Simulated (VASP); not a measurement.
All values below come from r2SCAN+rVV10, VASP's PBE PAW potentials (set 64) (plane waves; VASP).

The input files of a VASP run:

**KPOINTS**
```
Automatic
0
G
  8 8 8
0 0 0
```

### POSCAR
```
InAs
6.2051660
  0.0000000000   0.5000000106   0.5000000106
  0.5000000106   0.0000000000   0.5000000106
  0.5000000106   0.5000000106   0.0000000000
In As
1 1
direct
  0.0000000000   0.0000000000   0.0000000000
  0.2500000000   0.2500000000   0.2500000000
```

### INCAR
```
# general
SYSTEM  =InAs
PREC    =Accurate
ENCUT   =520   # plane-wave cut-off (eV)
LREAL   =.FALSE.   # projection in real space or not
LASPH   =.TRUE.   # aspherical one-centre terms

# electronic loop
EDIFF   =1E-7
NELM    =100   # most electronic steps
ALGO    =Normal   # blocked Davidson
LMAXMIX =4   # l cut-off of mixed one-centre charges
LMIXTAU =.TRUE.

# smearing
ISMEAR  =0   # Gaussian
SIGMA   =0.05

# functional
METAGGA =R2SCAN
LUSE_VDW=.TRUE.
BPARAM  =11.95
CPARAM  =0.0093

# ions
ISIF    =2   # forces and stress, cell fixed

# output
LWAVE   =.FALSE.
LCHARG  =.FALSE.
```

POTCAR, in this order: In_d As (PBE.64 set). Program: vasp_std.

Unless said otherwise, spin-orbit coupling is left out, though it shifts the bands of the heavy elements here.

Q: Estimate the energy per atom (σ→0), pressure, band gap (on the k-mesh).

A: 
```
Item                                                         Value
------------------------  ----------------------------------------
energy per atom (σ→0)                              -18.751 eV/atom
band gap (on the k-mesh)  none (metal, semimetal or under 0.01 eV)
pressure                                                 -2.97 GPa
```

OSZICAR:
```
...
DAV:  23    -0.375016597724E+02    0.45483E-04   -0.13286E-04  1157   0.119E-01    0.732E-02
DAV:  24    -0.375016533427E+02    0.64297E-05   -0.17828E-05   985   0.417E-02    0.689E-02
DAV:  25    -0.375016539246E+02   -0.58193E-06   -0.11765E-05  1026   0.259E-02    0.539E-02
DAV:  26    -0.375016545331E+02   -0.60845E-06   -0.24165E-06   764   0.223E-02    0.375E-02
DAV:  27    -0.375016540405E+02    0.49255E-06   -0.30471E-07   964   0.822E-03    0.303E-02
DAV:  28    -0.375016549603E+02   -0.91980E-06   -0.57169E-07   805   0.105E-02    0.200E-02
DAV:  29    -0.375016548843E+02    0.76013E-07   -0.35224E-07   844   0.727E-03
   1 F= -.37501655E+02 E0= -.37501580E+02  d E =-.150647E-03
```

The compound is InAs in the zinc blende structure. This cell is one point of a volume scan, at 1.06 of the reference volume.
